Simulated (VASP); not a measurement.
The system is As.

```
As
1.0
     1.87975    1.08527    3.48577
    -1.87975    1.08527    3.48577
     0.00000   -2.17055    3.48577
As
2
Direct
  0.22754 0.22754 0.22754
  0.77246 0.77246 0.77246
```

| Item | Value |
| --- | --- |
| Program | VASP 6.6.1 |
| Task | relaxation of cell and atoms |
| Functional | PBE |
| Dispersion | D3(BJ) |
| Potentials or basis | VASP PAW PBE potentials, release 64 (As) |
| Cutoff | 600 eV |
| k mesh | 15 × 15 × 15 |
| Occupations | gaussian, width 0.1 eV |
| Spin | no spin polarisation |

At the start: pressure 0.7 GPa; volume 21.33 Å³/atom.

Where does the relaxation end?

Over 12 steps the energy falls by 5.9 meV/atom and the volume is 20.91 Å³/atom (-2.0 %); space group R-3m (No. 166, to 0.05 Å).

Step by step:
```
step  energy change (eV)  largest force (eV/Å)  pressure (GPa)  volume (Å³)
   1              0.0000                0.2785            0.66        42.67
   2             -0.0041                0.0104           -1.10        43.21
   3             -0.0044                0.0474           -0.75        43.10
   4             -0.0079                0.0231           -0.49        42.68
   5             -0.0113                0.0202            0.12        41.88
   6             -0.0114                0.0281            0.24        41.73
   7             -0.0118                0.0290           -0.13        41.83
   8             -0.0118                0.0289           -0.07        41.82
   9             -0.0119                0.0117            0.12        41.75
  10             -0.0119                0.0038            0.05        41.78
  11             -0.0119                0.0049            0.04        41.78
  12             -0.0119                0.0019           -0.01        41.81
```

Final structure:
```
As
1.0
     1.89435    1.09370    3.36362
    -1.89435    1.09370    3.36362
     0.00000   -2.18741    3.36362
As
2
Cartesian
  0.0000 0.0000 2.3277
  0.0000 0.0000 7.7632
```

Caveat: pairwise dispersion overbinds metals, which lowers pressure and volume.
